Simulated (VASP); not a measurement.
LaC2, 3 atoms in the cell. It takes space group I4/mmm (No. 139, tetragonal). The conventional cell has a = 3.859 Å, b = 3.859 Å, c = 6.496 Å, α = 90.00°, β = 90.00°, γ = 90.00°. Around La (site symmetry 4/mmm) lie 10 C at 2.60 to 2.80 Å. Around C (site symmetry 4mm) lie 1 C at 1.29 Å. 

```yaml
Program: VASP 6.6.1
Task: relaxation of cell and atoms
Functional: LDA
Potentials_or_basis: VASP PAW LDA potentials, release 64 (La, C)
Cutoff: 520 eV
k_mesh: 16 × 16 × 16
Occupations: gaussian, width 0.1 eV
Spin: no spin polarisation
Further_INCAR_settings: ALGO = Normal; EDIFF = 1e-07; IBRION = 2; EDIFFG = -0.002; NSW = 80; ISIF = 3
```

Potentials or basis: VASP PAW LDA potentials, release 64 (La, C).

Command:

```console
$ cat potpaw_LDA.64/La/POTCAR potpaw_LDA.64/C/POTCAR > POTCAR
$ mpirun -np 4 vasp_std > vasp.out
```

Hardware: 4 MPI ranks on Intel(R) Xeon(R) 6975P-C (Granite Rapids), on a shared host.

Estimate the wall time of this run.

It took 42 s on 4 MPI ranks on Intel(R) Xeon(R) 6975P-C (Granite Rapids), with other jobs on the host, peak memory 0.39 GiB a rank. Counts: scf iterations 24, k points 349, ion steps 4.
